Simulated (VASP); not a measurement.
Energy against volume of TiO2 (rutile). Computed with PBE GGA with D3 dispersion (zero damping), VASP's PBE PAW potentials (set 64) (plane waves; VASP). Settings: 520 eV cut-off, 5×5×8 Γ-centred mesh, Gaussian smearing of 0.050 eV, potentials Ti_sv O.

Shape and ions are relaxed at each volume.

```json
[
 {"V (Å³/atom)": "10.249", "E (eV/atom)": "-9.11594"},
 {"V (Å³/atom)": "10.566", "E (eV/atom)": "-9.12283"},
 {"V (Å³/atom)": "10.883", "E (eV/atom)": "-9.11730"},
 {"V (Å³/atom)": "11.200", "E (eV/atom)": "-9.10156"}
]
```

**Question.** Fit these four points and predict the energy of the run at 9.932 Å³/atom.

**Answer.** A cubic in V^(−2/3), the third-order Birch-Murnaghan form, passes through the four points with V0 = 10.57 Å³/atom and B0 = 208 GPa, and gives -9.0940 eV/atom there. The run gave -9.0941 eV/atom, -0.1 meV/atom from the fit; all five points give B0 = 207 GPa.

The compound is TiO2 in the rutile structure. It was relaxed first.
